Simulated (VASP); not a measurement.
The system is LaB6.

```
La B
1.0
     4.15700    0.00000    0.00000
     0.00000    4.15700    0.00000
     0.00000    0.00000    4.15700
La B
1 6
Direct
  0.00000 0.00000 0.00000
  0.19750 0.50000 0.50000
  0.50000 0.19750 0.50000
  0.80250 0.50000 0.50000
  0.50000 0.80250 0.50000
  0.50000 0.50000 0.19750
  0.50000 0.50000 0.80250
```

* Program: VASP 6.6.1
* Task: relaxation of cell and atoms
* Functional: PBE
* Potentials or basis: VASP PAW PBE potentials, release 64 (La, B)
* Cutoff: 600 eV
* k mesh: 10 × 10 × 10
* Occupations: methfessel-paxton, width 0.1 eV
* Spin: no spin polarisation

At the start: pressure -0.7 GPa; volume 10.26 Å³/atom.

Question: How do energy, volume and symmetry change on relaxing?

Answer: Over 3 steps the energy falls by 2.4 meV/atom and the volume is 10.24 Å³/atom (-0.2 %); space group Pm-3m (No. 221, to 0.05 Å).

Step by step:
| step | energy change (eV) | largest force (eV/Å) | pressure (GPa) | volume (Å³) |
| --- | --- | --- | --- | --- |
| 1 | 0.0000 | 0.5922 | -0.75 | 71.84 |
| 2 | 0.0561 | 1.2297 | 2.14 | 71.34 |
| 3 | -0.0169 | 0.0013 | 0.02 | 71.67 |

Final structure:
```
La B
1.0
     4.15388    0.00000    0.00000
     0.00000    4.15388    0.00000
     0.00000    0.00000    4.15388
La B
1 6
Direct
  0.00000 0.00000 0.00000
  0.19973 0.50000 0.50000
  0.50000 0.19973 0.50000
  0.80027 0.50000 0.50000
  0.50000 0.80027 0.50000
  0.50000 0.50000 0.19973
  0.50000 0.50000 0.80027
```
